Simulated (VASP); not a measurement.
VASP ran on this input.

### INCAR
```
SIGMA=0.1   ! width (eV)
LCHARG=.FALSE.
LREAL=.FALSE.   ! projection in real space or not
IBRION=2
LMAXMIX=4   ! l cut-off of mixed one-centre charges
NELM=100   ! most electronic steps
ISIF=3
LWAVE=.FALSE.
PREC=Accurate
ISMEAR=-1
ENCUT=300   ! plane-wave cut-off (eV)
ALGO=Normal   ! blocked Davidson
GGA=PE
EDIFF=1E-6
SYSTEM=Tl2Te3
EDIFFG=-0.01
LASPH=.TRUE.
NSW=50   ! most ionic steps
```

### KPOINTS
```
Automatic
0
Gamma
  3 3 2
```

**POSCAR**
```
Tl2Te3
1
    5.1447730000     0.0000000000     0.0000000000
   -2.5723860000     4.4555040000     0.0000000000
    0.0000000000     0.0000000000     8.0163340000
Tl Te
2 3
Direct
  0.3333330000   0.6666670000   0.2467000000
  0.6666670000   0.3333330000   0.7533000000
  0.0000000000   0.0000000000   0.0000000000
  0.3333330000   0.6666670000   0.6470000000
  0.6666670000   0.3333330000   0.3530000000
```

POTCAR, in this order: Tl_d Te (PBE.64 set). Program: vasp_std.

Problem. Translate this PBE calculation to Ansatz.

Solution. One equivalent input (not run):
Ansatz 0.2 input:
```yaml
crystal:
  lattice:
    - [5.1447730, 0.0000000, 0.0000000]
    - [-2.5723860, 4.4555040, 0.0000000]
    - [0.0000000, 0.0000000, 8.0163340]
  atoms:
    - { symbol: Tl, position: [0.3333330, 0.6666670, 0.2467000] }
    - { symbol: Tl, position: [0.6666670, 0.3333330, 0.7533000] }
    - { symbol: Te, position: [0.0000000, 0.0000000, 0.0000000] }
    - { symbol: Te, position: [0.3333330, 0.6666670, 0.6470000] }
    - { symbol: Te, position: [0.6666670, 0.3333330, 0.3530000] }
kpoints:
  mp_grid: { grid: [3, 3, 2] }
hamiltonian:
  xc: pbe
  pseudopotentials: { kind: paw }
scf:
  occupations: { method: fermi_dirac, width: 0.1 }
  max_iter: 100
relax:
  max_steps: 50
  f_tol: 0.01
  cell: {}
output: { forces: true, stress: true, eigenvalues: true }
```
The two are equivalent in intent, not identical: each code has its own PAW files, so the cut-off isn't converted (ENCUT is set for VASP's; basis.ecutwfc is left out, and Ansatz then takes the one that its files recommend); Ansatz stops its SCF on the density residual and VASP on the energy change (EDIFF).

The structure was generated: Tl2Te3 was put into an ordered model structure, which need not be its known phase. This run relaxes it. Symmetry was kept, so distortions that lower it aren't found. The k-mesh is coarse (spacing up to 0.51 per Å, 2π included), so the numbers may not be converged in it. The run is one of a series of settings (EDIFFG = -0.01, IBRION = 2, ISIF = 3, NSW = 50 against the base run), some of them coarse on purpose.
